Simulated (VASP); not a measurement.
```xyz
2
Lattice="0.0000 3.2684 3.2684 3.2684 0.0000 3.2684 3.2684 3.2684 0.0000" Properties=species:S:1:pos:R:3 pbc="T T T"
Ag     0.0000     3.2684     3.2684
I      1.6342     1.6342     1.6342
```

Level of theory: rev-vdW-DF2, VASP's PBE PAW potentials (set 64) (plane waves; VASP 6.6.1). Numerical set-up: 520 eV cut-off, 8×8×8 Γ-centred mesh, tetrahedra with Blöchl corrections, potentials Ag I.

Unless said otherwise, spin-orbit coupling is left out, though it shifts the bands of the heavy elements here.

### Question
What does the run give for the energy per atom (σ→0), band gap (on the k-mesh) with the smallest direct gap where there is one?

### Answer

```json
{
  "band gap (on the k-mesh)": "1.18 eV",
  "smallest direct gap (on the k-mesh)": "1.18 eV",
  "energy per atom (σ→0)": "-0.123 eV/atom"
}
```

Only differences to runs with the same potentials and settings are physical.

The compound is AgI in the zinc blende structure, whereas wurtzite is the usual form. It was relaxed first.
